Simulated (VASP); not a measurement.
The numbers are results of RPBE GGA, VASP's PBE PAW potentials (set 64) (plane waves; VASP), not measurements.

The input files of a VASP run:

File POSCAR:
```
Bi
1
    4.4716026512    -2.3245615427     0.0714421367
    4.4716026512     2.3245615427     0.0714421367
    3.2021335203     0.0000000000     3.8923336591
Bi
2
Direct
  0.2310767461   0.2310767461   0.2310767461
  0.7689232539   0.7689232539   0.7689232539
```

File KPOINTS:
```
Automatic mesh
0
Gamma
10 10 10
0 0 0
```

INCAR:
```
! general
SYSTEM =Bi
PREC   =Accurate
ENCUT  =520
LREAL  =F   ! projection in real space or not
LASPH  =T

! electronic loop
EDIFF  =1E-7
NELM   =100   ! most electronic steps
ALGO   =Normal
LMAXMIX=4   ! l cut-off of mixed one-centre charges

! smearing
ISMEAR =1   ! Methfessel-Paxton
SIGMA  =0.1   ! width (eV)

! functional
GGA    =RP   ! RPBE

! ions
IBRION =2   ! conjugate gradients
NSW    =30   ! most ionic steps
ISIF   =4
EDIFFG =-0.01   ! ionic stop

! output
LWAVE  =F
LCHARG =F
```

POTCAR, in this order: Bi_d (PBE.64 set). Program: vasp_std.

The run wrote:

### OSZICAR
```
       N       E                     dE             d eps       ncg     rms          rms(c)
DAV:   1     0.291318297593E+03    0.29132E+03   -0.16449E+04  4408   0.182E+03
DAV:   2     0.167283328505E+02   -0.27459E+03   -0.27041E+03  4426   0.445E+02
DAV:   3    -0.617144439931E+01   -0.22900E+02   -0.22545E+02  5069   0.154E+02
DAV:   4    -0.698520752627E+01   -0.81376E+00   -0.81183E+00  4785   0.319E+01
DAV:   5    -0.702729530012E+01   -0.42088E-01   -0.42086E-01  5885   0.652E+00    0.106E+00
DAV:   6    -0.703429727368E+01   -0.70020E-02   -0.19454E-02  5504   0.141E+00    0.672E-01
DAV:   7    -0.703989937798E+01   -0.56021E-02   -0.18458E-02  4596   0.148E+00    0.101E-01
DAV:   8    -0.704025413834E+01   -0.35476E-03   -0.23091E-03  4780   0.545E-01    0.271E-02
DAV:   9    -0.704031332316E+01   -0.59185E-04   -0.13581E-04  5546   0.107E-01    0.147E-02
DAV:  10    -0.704032679416E+01   -0.13471E-04   -0.39965E-05  4681   0.444E-02    0.355E-03
DAV:  11    -0.704032842225E+01   -0.16281E-05   -0.25534E-06  5043   0.124E-02    0.184E-03
DAV:  12    -0.704032934154E+01   -0.91929E-06   -0.13237E-06  3540   0.641E-03    0.335E-04
DAV:  13    -0.704032929550E+01    0.46040E-07   -0.12127E-07  3881   0.321E-03
   1 F= -.70403293E+01 E0= -.70403000E+01  d E =-.704033E+01
       N       E                     dE             d eps       ncg     rms          rms(c)
DAV:   1    -0.704036037468E+01   -0.31033E-04   -0.75494E-01  4780   0.593E+00    0.154E-01
DAV:   2    -0.704251091979E+01   -0.21505E-02   -0.26994E-02  6471   0.202E+00    0.890E-02
DAV:   3    -0.704225796603E+01    0.25295E-03   -0.54409E-04  6486   0.330E-01    0.247E-02
DAV:   4    -0.704225323488E+01    0.47311E-05   -0.15077E-04  5915   0.121E-01    0.568E-03
DAV:   5    -0.704225301811E+01    0.21677E-06   -0.14419E-05  4792   0.486E-02    0.189E-03
DAV:   6    -0.704225313958E+01   -0.12147E-06   -0.75359E-07  5044   0.107E-02    0.998E-04
DAV:   7    -0.704225316859E+01   -0.29008E-07   -0.11640E-07  2630   0.397E-03
   2 F= -.70422532E+01 E0= -.70422346E+01  d E =-.192387E-02
       N       E                     dE             d eps       ncg     rms          rms(c)
DAV:   1    -0.703805605581E+01    0.41971E-02   -0.22292E+00  4774   0.102E+01    0.264E-01
DAV:   2    -0.704458435377E+01   -0.65283E-02   -0.81493E-02  6471   0.346E+00    0.153E-01
DAV:   3    -0.704383598369E+01    0.74837E-03   -0.15712E-03  6386   0.556E-01    0.434E-02
DAV:   4    -0.704381691470E+01    0.19069E-04   -0.43713E-04  5943   0.212E-01    0.961E-03
DAV:   5    -0.704381719361E+01   -0.27891E-06   -0.45535E-05  4786   0.876E-02    0.323E-03
DAV:   6    -0.704381746055E+01   -0.26694E-06   -0.24706E-06  6393   0.189E-02    0.170E-03
DAV:   7    -0.704381753182E+01   -0.71272E-07   -0.34036E-07  3746   0.618E-03
   3 F= -.70438175E+01 E0= -.70438168E+01  d E =-.348824E-02
       N       E                     dE             d eps       ncg     rms          rms(c)
DAV:   1    -0.704368033673E+01    0.13712E-03   -0.71933E-02  4771   0.183E+00    0.470E-02
DAV:   2    -0.704387837836E+01   -0.19804E-03   -0.25017E-03  6468   0.617E-01    0.274E-02
DAV:   3    -0.704385486705E+01    0.23511E-04   -0.54104E-05  6393   0.102E-01    0.729E-03
DAV:   4    -0.704385475237E+01    0.11468E-06   -0.14761E-05  5906   0.366E-02    0.181E-03
DAV:   5    -0.704385459837E+01    0.15400E-06   -0.12914E-06  4732   0.143E-02    0.605E-04
DAV:   6    -0.704385462675E+01   -0.28371E-07   -0.54159E-08  2276   0.330E-03
   4 F= -.70438546E+01 E0= -.70438570E+01  d E =-.352533E-02
       N       E                     dE             d eps       ncg     rms          rms(c)
DAV:   1    -0.704915467430E+01   -0.53001E-02   -0.23853E-01  4624   0.401E+00    0.352E-01
DAV:   2    -0.704634768786E+01    0.28070E-02   -0.10517E-02  5992   0.166E+00    0.228E-01
DAV:   3    -0.704432430614E+01    0.20234E-02   -0.34313E-03  5533   0.123E+00    0.216E-02
DAV:   4    -0.704441353089E+01   -0.89225E-04   -0.11314E-03  4582   0.435E-01    0.133E-02
DAV:   5    -0.704441512979E+01   -0.15989E-05   -0.45857E-05  5697   0.674E-02    0.423E-03
DAV:   6    -0.704441526900E+01   -0.13920E-06   -0.43370E-06  5586   0.327E-02    0.188E-03
DAV:   7    -0.704441561069E+01   -0.34169E-06   -0.63042E-07  4109   0.113E-02    0.443E-04
DAV:   8    -0.704441569124E+01   -0.80553E-07   -0.97619E-08  3047   0.511E-03
   5 F= -.70444157E+01 E0= -.70444141E+01  d E =-.561064E-03
       N       E                     dE             d eps       ncg     rms          rms(c)
DAV:   1    -0.706086884030E+01   -0.16453E-01   -0.80284E-01  4629   0.735E+00    0.646E-01
DAV:   2    -0.705134880141E+01    0.95200E-02   -0.35084E-02  5449   0.286E+00    0.416E-01
DAV:   3    -0.704456569600E+01    0.67831E-02   -0.11653E-02  5445   0.213E+00    0.387E-02
DAV:   4    -0.704483553440E+01   -0.26984E-03   -0.34812E-03  4576   0.767E-01    0.246E-02
DAV:   5    -0.704484117706E+01   -0.56427E-05   -0.15027E-04  5710   0.122E-01    0.714E-03
DAV:   6    -0.704484138500E+01   -0.20793E-06   -0.14993E-05  5599   0.556E-02    0.368E-03
DAV:   7    -0.704484229595E+01   -0.91096E-06   -0.23064E-06  5500   0.232E-02    0.811E-04
DAV:   8    -0.704484249242E+01   -0.19646E-06   -0.28395E-07  3854   0.850E-03    0.626E-04
DAV:   9    -0.704484248944E+01    0.29813E-08   -0.11898E-07  3716   0.573E-03
   6 F= -.70448425E+01 E0= -.70448025E+01  d E =-.987863E-03
```

### OUTCAR
```
------------------------ aborting loop because EDIFF is reached ----------------------------------------
  FORCE on cell =-STRESS in cart. coord.  units (eV):
  Direction    XX          YY          ZZ          XY          YZ          ZX
  --------------------------------------------------------------------------------------
  Total       -0.2004716     -0.2077588     -0.2069544      0.0000000      0.0000000      0.0024212
  in kB       -4.0222137     -4.1684233     -4.1522846      0.0000000      0.0000000      0.0485778
  external PRESSURE =      -4.1143072 kB  Pullay stress =       0.0000000 kB
  volume of cell :       79.85
      direct lattice vectors                 reciprocal lattice vectors
     4.537807342 -2.304776144  0.105475395     0.112385239 -0.216940808 -0.094643535
     4.537807342  2.304776144  0.105475395     0.112385239  0.216940808 -0.094643535
     3.279143281  0.000000000  3.893845488    -0.006088520  0.000000000  0.261942887
 POSITION                                       TOTAL-FORCE (eV/Angst)
 -----------------------------------------------------------------------------------
      2.83188      0.00000      0.94087         0.004387      0.000000      0.001458
      9.52288      0.00000      3.16392        -0.004387      0.000000     -0.001458
 -----------------------------------------------------------------------------------
    total drift:                               -0.000000     -0.000000     -0.000000
  FREE ENERGIE OF THE ION-ELECTRON SYSTEM (eV)
  ---------------------------------------------------
  free  energy   TOTEN  =        -7.0448424894 eV

  energy  without entropy=       -7.0447224946  energy(sigma->0) =       -7.04480249

 reached required accuracy - stopping structural energy minimisation
```
(Selected blocks of OUTCAR.)

CONTCAR:
```
Bi
   1.00000000000000
     4.5378073420372758   -2.3047761443842032    0.1054753953324043
     4.5378073420372758    2.3047761443842032    0.1054753953324043
     3.2791432809543832    0.0000000000000000    3.8938454881387927
  Bi
     2
Direct
     0.2292134588878701    0.2292134588878701    0.2292134588978859
     0.7707865411121299    0.7707865411121299    0.7707865411021141
```

The compound is Bi in the a7 structure. This cell is one point of a volume scan, at 1.03 of the reference volume. Symmetry was kept, so distortions that lower it aren't found.
